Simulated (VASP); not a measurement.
OSZICAR of a VASP run on CaO (rock salt):

**OSZICAR**
```
       N       E                     dE             d eps       ncg     rms          rms(c)
DAV:   1     0.127694395256E+03    0.12769E+03   -0.89648E+03   840   0.141E+03
DAV:   2    -0.179657616603E+02   -0.14566E+03   -0.13720E+03   948   0.351E+02
DAV:   3    -0.249899679703E+02   -0.70242E+01   -0.69646E+01  1096   0.800E+01
DAV:   4    -0.252786746431E+02   -0.28871E+00   -0.28843E+00  1228   0.142E+01
DAV:   5    -0.252822024142E+02   -0.35278E-02   -0.35275E-02  1060   0.165E+00    0.770E+00
DAV:   6    -0.194488302255E+02    0.58334E+01   -0.54712E+00  1008   0.310E+01    0.276E+00
DAV:   7    -0.195744324486E+02   -0.12560E+00   -0.15234E+00  1168   0.121E+01    0.235E+00
DAV:   8    -0.202942064732E+02   -0.71977E+00   -0.18721E+00  1116   0.149E+01    0.225E+00
DAV:   9    -0.193524862387E+02    0.94172E+00   -0.84527E-01  1248   0.106E+01    0.259E-01
DAV:  10    -0.194445043316E+02   -0.92018E-01   -0.64678E-02   976   0.303E+00    0.127E-01
DAV:  11    -0.194447855861E+02   -0.28125E-03   -0.11588E-03  1156   0.340E-01    0.126E-01
DAV:  12    -0.194448372469E+02   -0.51661E-04   -0.41010E-05  1056   0.560E-02    0.140E-01
DAV:  13    -0.194432522129E+02    0.15850E-02   -0.46314E-03  1012   0.847E-01    0.862E-02
DAV:  14    -0.194437004037E+02   -0.44819E-03   -0.21790E-04  1064   0.159E-01    0.840E-02
DAV:  15    -0.194437612671E+02   -0.60863E-04   -0.17525E-04   856   0.139E-01    0.464E-02
DAV:  16    -0.194438251572E+02   -0.63890E-04   -0.59338E-05   984   0.101E-01    0.307E-02
DAV:  17    -0.194438249718E+02    0.18540E-06   -0.20140E-05   872   0.593E-02    0.850E-03
DAV:  18    -0.194438262493E+02   -0.12775E-05   -0.44105E-06  1024   0.208E-02    0.202E-03
DAV:  19    -0.194438244621E+02    0.17871E-05   -0.63596E-07  1088   0.928E-03    0.981E-04
DAV:  20    -0.194438248818E+02   -0.41969E-06   -0.10698E-07   560   0.422E-03    0.766E-04
DAV:  21    -0.194438247182E+02    0.16364E-06   -0.25524E-08   432   0.208E-03    0.535E-04
DAV:  22    -0.194438248550E+02   -0.13680E-06   -0.33441E-09   424   0.669E-04    0.226E-04
DAV:  23    -0.194438249220E+02   -0.67042E-07   -0.19868E-09   420   0.571E-04
   1 F= -.19443825E+02 E0= -.19443825E+02  d E =-.245413E-26
```

Task: Which electronic solver shows in the log?

Result: It is blocked Davidson (ALGO = Normal, or the opening steps of other solvers). The INCAR had ALGO = Normal.

Task: Can the final energy be trusted as converged?

Result: The calculation finished and met its thresholds. It stopped with EDIFF = 1E-7, NELM = 100 (r2SCAN meta-GGA, plane waves, VASP's PBE PAW potentials (set 64)).

The compound is CaO in the rock salt structure. This cell is one point of a volume scan, at 0.97 of the reference volume.
